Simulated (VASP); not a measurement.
Level of theory: revTPSS meta-GGA, VASP's PBE PAW potentials (set 64) (plane waves; VASP 6.6.1).

VASP ran on this input.

**POSCAR**
```
Na
1
   -2.0757765093     2.0757765093     2.0757765093
    2.0757765093    -2.0757765093     2.0757765093
    2.0757765093     2.0757765093    -2.0757765093
Na
1
Direct
  0.0000000000   0.0000000000   0.0000000000
```

**INCAR**
```
SYSTEM=Na
PREC=Accurate; ENCUT=520; LREAL=.FALSE.
LASPH=.TRUE.
EDIFF=1E-7; NELM=100; ALGO=Normal
LMIXTAU=.TRUE.
ISMEAR=1; SIGMA=0.1
METAGGA=RTPSS
ISIF=2
LWAVE=.FALSE.; LCHARG=.FALSE.
```

KPOINTS:
```
kpoints
0
gamma
 12 12 12
0 0 0
```

POTCAR, in this order: Na_pv (PBE.64 set). Program: vasp_std.

The resulting files:

### OUTCAR
```
 ion  position               nearest neighbor table
   1  0.000  0.000  0.000-
  LATTYP: Found a body centered cubic cell.
 ALAT       =     4.1515530186
 Subroutine PRICEL returns:
 Original cell was already a primitive cell.
 Subroutine GETGRP returns: Found 48 space group operations
The static configuration has the point symmetry O_h .
The dynamic configuration has the point symmetry O_h .
 Subroutine INISYM returns: Found 48 space group operations
 Subroutine IBZKPT returns following result:
 Found     72 irreducible k-points:

 Following reciprocal coordinates:
            Coordinates               Weight
  0.000000  0.000000  0.000000      1.000000
  0.083333  0.000000  0.000000     12.000000
  0.166667  0.000000  0.000000     12.000000
  0.250000  0.000000  0.000000     12.000000
  0.333333  0.000000  0.000000     12.000000
  0.416667  0.000000  0.000000     12.000000
  0.500000  0.000000  0.000000      6.000000
  0.083333  0.083333  0.000000     24.000000
  0.166667  0.083333  0.000000     48.000000
  0.250000  0.083333  0.000000     48.000000
  0.333333  0.083333  0.000000     48.000000
  0.416667  0.083333  0.000000     48.000000
  0.166667  0.166667  0.000000     24.000000
  0.250000  0.166667 -0.000000     48.000000
  0.333333  0.166667  0.000000     48.000000
  0.416667  0.166667  0.000000     24.000000
  0.250000  0.250000  0.000000     24.000000
  0.333333  0.250000  0.000000     48.000000
  0.333333  0.333333  0.000000      8.000000
  0.083333  0.083333  0.083333      8.000000
  0.166667  0.083333  0.083333     24.000000
  0.250000  0.083333  0.083333     24.000000
  0.333333  0.083333  0.083333     24.000000
  0.416667  0.083333  0.083333     12.000000
 -0.083333  0.083333  0.083333      6.000000
...
```

OSZICAR:
```
       N       E                     dE             d eps       ncg     rms          rms(c)
DAV:   1     0.814696887871E+02    0.81470E+02   -0.14713E+04  1169   0.697E+03
DAV:   2     0.111325820933E+02   -0.70337E+02   -0.70072E+02  1960   0.834E+02
DAV:   3     0.569967632338E+01   -0.54329E+01   -0.54330E+01  2009   0.294E+02
DAV:   4     0.520251186423E+01   -0.49716E+00   -0.49716E+00  2016   0.986E+01
DAV:   5     0.514225658796E+01   -0.60255E-01   -0.60255E-01  2016   0.350E+01    0.762E-01
DAV:   6    -0.274277172572E+01   -0.78850E+01   -0.13717E+01  1043   0.461E+01    0.785E-01
DAV:   7    -0.283874032163E+01   -0.95969E-01   -0.23209E-01  1379   0.951E+00    0.432E-01
DAV:   8    -0.282435777963E+01    0.14383E-01   -0.13914E-01  1064   0.840E+00    0.451E-01
DAV:   9    -0.240823732999E+01    0.41612E+00   -0.58430E+03  1008   0.103E+05    0.183E-01
DAV:  10    -0.198662134162E+02   -0.17458E+02   -0.17383E+02  1176   0.253E+02    0.135E-01
DAV:  11    -0.279929773749E+01    0.17067E+02   -0.61092E+01  1043   0.229E+01    0.237E-01
DAV:  12    -0.280125573315E+01   -0.19580E-02   -0.11069E-01  1050   0.488E+00    0.231E-01
DAV:  13    -0.283614419785E+01   -0.34888E-01   -0.61699E-02  1050   0.274E+00    0.243E-01
DAV:  14    -0.283989825921E+01   -0.37541E-02   -0.14478E-02  1050   0.157E+00    0.204E-01
DAV:  15    -0.283370620586E+01    0.61921E-02   -0.13740E-02  1015   0.156E+00    0.187E-01
DAV:  16    -0.283918490768E+01   -0.54787E-02   -0.10208E-02  1008   0.136E+00    0.159E-01
DAV:  17    -0.283770696505E+01    0.14779E-02   -0.13703E-03  1036   0.507E-01    0.142E-01
DAV:  18    -0.283455473959E+01    0.31522E-02   -0.30728E-03  1008   0.750E-01    0.115E-01
DAV:  19    -0.283709115185E+01   -0.25364E-02   -0.17059E-03  1008   0.536E-01    0.981E-02
DAV:  20    -0.283519651710E+01    0.18946E-02   -0.32735E-04  1008   0.370E-01    0.682E-02
DAV:  21    -0.283495087617E+01    0.24564E-03   -0.10103E-04  1162   0.218E-01    0.505E-02
DAV:  22    -0.283522952775E+01   -0.27865E-03   -0.99960E-05  1008   0.210E-01    0.331E-02
DAV:  23    -0.283587542474E+01   -0.64590E-03   -0.64276E-05  1029   0.151E-01    0.205E-02
DAV:  24    -0.283642839090E+01   -0.55297E-03   -0.29997E-05  1008   0.906E-02    0.135E-02
DAV:  25    -0.283696873554E+01   -0.54034E-03   -0.45876E-05  1008   0.930E-02    0.644E-03
DAV:  26    -0.283723380776E+01   -0.26507E-03   -0.20423E-05  1022   0.591E-02    0.346E-03
DAV:  27    -0.283729540078E+01   -0.61593E-04   -0.40862E-06  1043   0.226E-02    0.238E-03
DAV:  28    -0.283734076363E+01   -0.45363E-04   -0.39458E-06  1008   0.255E-02    0.193E-03
DAV:  29    -0.283734341490E+01   -0.26513E-05   -0.13738E-07  1169   0.464E-03    0.192E-03
DAV:  30    -0.283734351815E+01   -0.10325E-06   -0.27403E-08  1008   0.218E-03    0.198E-03
DAV:  31    -0.283734322554E+01    0.29260E-06   -0.18293E-10   581   0.145E-04    0.199E-03
DAV:  32    -0.283734617392E+01   -0.29484E-05   -0.21201E-08  1022   0.137E-03    0.189E-03
DAV:  33    -0.283737313932E+01   -0.26965E-04   -0.23174E-06  1008   0.125E-02    0.977E-04
DAV:  34    -0.283737737936E+01   -0.42400E-05   -0.25883E-07  1050   0.451E-03    0.697E-04
DAV:  35    -0.283738161666E+01   -0.42373E-05   -0.18617E-07  1008   0.361E-03    0.529E-04
DAV:  36    -0.283738444528E+01   -0.28286E-05   -0.47319E-07  1008   0.628E-03    0.138E-04
DAV:  37    -0.283738507353E+01   -0.62825E-06   -0.69356E-08  1050   0.286E-03    0.219E-05
DAV:  38    -0.283738506499E+01    0.85411E-08   -0.12104E-09   560   0.451E-04
   1 F= -.28373851E+01 E0= -.28371234E+01  d E =-.784938E-03
```

**OUTCAR**
```
------------------------ aborting loop because EDIFF is reached ----------------------------------------
  FORCE on cell =-STRESS in cart. coord.  units (eV):
  Direction    XX          YY          ZZ          XY          YZ          ZX
  --------------------------------------------------------------------------------------
  Total        0.0700478      0.0700478      0.0700478      0.0000000     -0.0000000      0.0000000
  in kB        3.1369199      3.1369199      3.1369199      0.0000000     -0.0000000      0.0000000
  external PRESSURE =       3.1369199 kB  Pullay stress =       0.0000000 kB
  volume of cell :       35.78
      direct lattice vectors                 reciprocal lattice vectors
    -2.075776509  2.075776509  2.075776509     0.000000000  0.240873715  0.240873715
     2.075776509 -2.075776509  2.075776509     0.240873715  0.000000000  0.240873715
     2.075776509  2.075776509 -2.075776509     0.240873715  0.240873715  0.000000000
 POSITION                                       TOTAL-FORCE (eV/Angst)
 -----------------------------------------------------------------------------------
      0.00000      0.00000      0.00000         0.000000      0.000000      0.000000
 -----------------------------------------------------------------------------------
    total drift:                                0.000000     -0.000000     -0.000000
  FREE ENERGIE OF THE ION-ELECTRON SYSTEM (eV)
  ---------------------------------------------------
  free  energy   TOTEN  =        -2.8373850650 eV

  energy  without entropy=       -2.8366001273  energy(sigma->0) =       -2.83712342
```
(Selected blocks of OUTCAR.)

The compound is Na in the bcc structure. This cell is one point of a volume scan, at 0.97 of the reference volume.
